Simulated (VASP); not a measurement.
# MgO: from the relaxed cell to its vibrations, part 2 of 2

What lattice, stiffness and vibrations does MgO have at one level of theory? The starting structure is a measured crystal structure from the Crystallography Open Database. All runs use LDA.

VASP 6.6.1.

So far. Step 3 (Elastic constants): The elastic tensor has C11 = 346.4, C12 = 98.2, C44 = 157.4 GPa; its Hill averages are a bulk modulus of 181.0 and a shear modulus of 143.1 GPa. Step 4 (Modes of the relaxed cell): The zone-centre modes at 8.902 Å³ an atom are T1u 424.3 cm⁻¹.

## 5. Modes at 0.97 of that volume (continued)

Level of this step: LDA; plane waves and PAW (Mg, O) (VASP).

Parts of OUTCAR (step 5):

```text
  Total        0.6271872      0.6271872      0.6271872     -0.0000000     -0.0000000     -0.0000000
  in kB       58.1876413     58.1876413     58.1876413     -0.0000000     -0.0000000     -0.0000000
  external PRESSURE =      58.1876413 kB  Pullay stress =       0.0000000 kB

 POSITION                                       TOTAL-FORCE (eV/Angst)
 -----------------------------------------------------------------------------------
      0.00000      0.00000      0.00000        -0.000000     -0.000000      0.000000
      2.05155      2.05155      2.05155         0.000000      0.000000     -0.000000
 -----------------------------------------------------------------------------------
    total drift:                               -0.000000     -0.000000      0.000000

 MACROSCOPIC STATIC DIELECTRIC TENSOR (including local field effects in DFT)
 ------------------------------------------------------
           3.060044    -0.000000     0.000000
          -0.000000     3.060044    -0.000000
          -0.000000     0.000000     3.060044
 ------------------------------------------------------

 MACROSCOPIC STATIC DIELECTRIC TENSOR IONIC CONTRIBUTION
 ------------------------------------------------------
           5.367678    -0.000000    -0.000000
           0.000000     5.367678     0.000000
          -0.000000     0.000000     5.367678
 ------------------------------------------------------

[... 1 part as in an earlier step ...]

[... 1 further part left out ...]
```

The zone-centre modes at 8.635 Å³ an atom are T1u 454.0 cm⁻¹.

## 6. Modes at 1.03 of that volume

Shape and positions were first relaxed at this volume, in a run that isn't shown.

INCAR

```
SYSTEM = MgO
PREC = Accurate
ENCUT = 560
EDIFF = 1E-08
NELM = 100
ISMEAR = 0
SIGMA = 0.03
LREAL = .FALSE.
ALGO = Normal
GGA = CA
NBANDS = 10
LORBIT = 11
LWAVE = .FALSE.
LCHARG = .FALSE.
KPAR = 4
IBRION = 8
LEPSILON = .TRUE.
LPEAD = .TRUE.
ISIF = 2
```

POSCAR

```
MgO
1.0
    0.0000000000      2.0930077487      2.0930077487
    2.0930077487      0.0000000000      2.0930077487
    2.0930077487      2.0930077487      0.0000000000
Mg O
1 1
Direct
    0.0000000000      0.0000000000      0.0000000000
    0.5000000000      0.5000000000      0.5000000000
```

KPOINTS

```
Automatic mesh
0
Gamma
18 18 18
0 0 0
```

PAW data sets: Mg and O (LDA family, release 64).

The run is started by

```bash
$ mpirun -np 4 vasp_std
```

Output:

```text
[... set-up lines as in an earlier step ...]
 entering main loop
       N       E                     dE             d eps       ncg     rms          rms(c)
DAV:   1     0.129800082787E+02    0.12980E+02   -0.49124E+03  4468   0.761E+02
DAV:   2    -0.144365681879E+02   -0.27417E+02   -0.26583E+02  4422   0.144E+02
DAV:   3    -0.150130675250E+02   -0.57650E+00   -0.57606E+00  4630   0.189E+01
DAV:   4    -0.150143755935E+02   -0.13081E-02   -0.13080E-02  4342   0.997E-01
[...]
DAV:  11    -0.134392768722E+02    0.84244E-06   -0.39311E-06  4222   0.115E-02    0.311E-03
DAV:  12    -0.134392768728E+02   -0.58674E-09   -0.18574E-07  4330   0.309E-03    0.711E-04
DAV:  13    -0.134392768699E+02    0.28647E-08   -0.56920E-09  2340   0.887E-04
   1 F= -.13439277E+02 E0= -.13439277E+02  d E =-.226655E-30
 Linear response reoptimize wavefunctions to high precision
DAV:   1    -0.134392768707E+02   -0.85976E-09   -0.16925E-10  2552   0.136E-04
DAV:   2    -0.134392768708E+02   -0.26830E-10   -0.10191E-11  2120   0.336E-05
 Linear response to external field (no local field effect), progress :
[...]
RMM:   9    -0.204312484978E-02   -0.12755E-08    0.99859E-12 14635   0.365E-06    0.435E-07
 first order change of Fermi-energy   0.32781E-04
 force on displaced ion       1 direction 1 :  -5.558   0.000   0.000
 Born effective charge ion    1 direction 1 :   1.960   0.000   0.000
 Linear response progress:
  Degree of freedom:   2/  2
       N       E                     dE             d eps       ncg     rms          rms(c)
RMM:   1    -0.349316718895E+00   -0.34932E+00    0.37820E-01 17300   0.425E+00
RMM:   2    -0.349243928857E+00    0.72790E-04   -0.18717E-03 15170   0.353E-01    0.131E-01
RMM:   3    -0.350595332590E+00   -0.13514E-02   -0.36234E-04 14561   0.138E-01    0.699E-02
RMM:   4    -0.352653530599E+00   -0.20582E-02   -0.36565E-04 13862   0.142E-01    0.172E-02
[...]
RMM:   8    -0.352654715562E+00    0.10921E-06   -0.41902E-11 16824   0.519E-05    0.159E-05
RMM:   9    -0.352654764795E+00   -0.49233E-07   -0.66211E-12 16688   0.147E-05    0.252E-06
RMM:  10    -0.352654762254E+00    0.25406E-08   -0.14239E-11 13128   0.482E-06    0.478E-07
 first order change of Fermi-energy   0.11766E-02
 force on displaced ion       2 direction 1 :  -5.572   0.000   0.000
 Born effective charge ion    2 direction 1 :  -1.960   0.000   0.000
 Born effective charges drift removed
 Linear response finished
```

Elapsed: 2.8 min, on 4 MPI ranks of AMD EPYC 7R43, shared host; peak memory 2.2 GiB; 11 min of CPU time.

Parts of OUTCAR (step 6):

```text
  Total       -0.5710030     -0.5710030     -0.5710030     -0.0000000      0.0000000     -0.0000000
  in kB      -49.8891906    -49.8891906    -49.8891906     -0.0000000      0.0000000     -0.0000000
  external PRESSURE =     -49.8891906 kB  Pullay stress =       0.0000000 kB

 POSITION                                       TOTAL-FORCE (eV/Angst)
 -----------------------------------------------------------------------------------
      0.00000      0.00000      0.00000        -0.000000     -0.000000      0.000000
      2.09301      2.09301      2.09301         0.000000      0.000000      0.000000
 -----------------------------------------------------------------------------------
    total drift:                               -0.000000     -0.000000      0.000000

 MACROSCOPIC STATIC DIELECTRIC TENSOR (including local field effects in DFT)
 ------------------------------------------------------
           3.125964    -0.000000     0.000000
          -0.000000     3.125964     0.000000
          -0.000000    -0.000000     3.125964
 ------------------------------------------------------

 MACROSCOPIC STATIC DIELECTRIC TENSOR IONIC CONTRIBUTION
 ------------------------------------------------------
           6.814222     0.000000    -0.000000
           0.000000     6.814222    -0.000000
          -0.000000    -0.000000     6.814222
 ------------------------------------------------------

[... 1 part as in an earlier step ...]

[... 1 further part left out ...]
```

The zone-centre modes at 9.169 Å³ an atom are T1u 396.1 cm⁻¹.

## 7. All runs side by side

```tsv
run	volume (Å³/atom)	T1u	core minutes
relaxation	8.902	-	0.32
elastic constants	8.902	-	17.1
modes of the relaxed cell	8.902	424.3	11.3
modes at 0.97 of that volume	8.635	454.0	11.4
modes at 1.03 of that volume	9.169	396.1	11.1
```

Modes are in cm⁻¹, degenerate ones as one, matched by symmetry and order. A number in brackets counts the listed modes of one symmetry from the lowest. The symmetry labels come from an automatic analysis and can be wrong where levels nearly coincide. Core minutes are wall time times ranks of the run shown, on a shared host.

## 8. Results

| Property | Result |
| --- | --- |
| relaxed volume | 8.902 Å³/atom |
| bulk modulus from two volumes | 180 GPa |
| Hill shear modulus | 143 GPa |
| mode T1u | 424.3 cm⁻¹ |
| Grüneisen parameter of T1u | 2.27 |

**Reading.** At the LDA level MgO relaxes to 8.90 Å³ an atom. The bulk modulus is 179.7 GPa from the pressures at two volumes and 181.0 GPa as the Hill average of the elastic tensor, so the two routes agree. The mode Grüneisen parameters, from the cells at 0.97 and 1.03 of the volume, come to 2.27 (T1u). The dielectric constants and Born charges in the logs aren't compared here; at a small gap they can be far off, and in a run without a gap they mean nothing. The frequencies are harmonic, and the splitting of polar modes by their long-range field is left out. All values are for a static lattice. Further runs on this material are not shown.

[Lines on the potential files, build, host, timing and source positions are cut from VASP's logs without a mark.]

[Logs are printed without paths, hosts, clocks, repeated set-up lines and the standing remarks that a program may print on its own settings, such as how far it seeks lower states.]

[Hosts, paths, dates, database ids (printed as entryN), source tags and the programs' standing remarks are cut or masked in the printed files.]
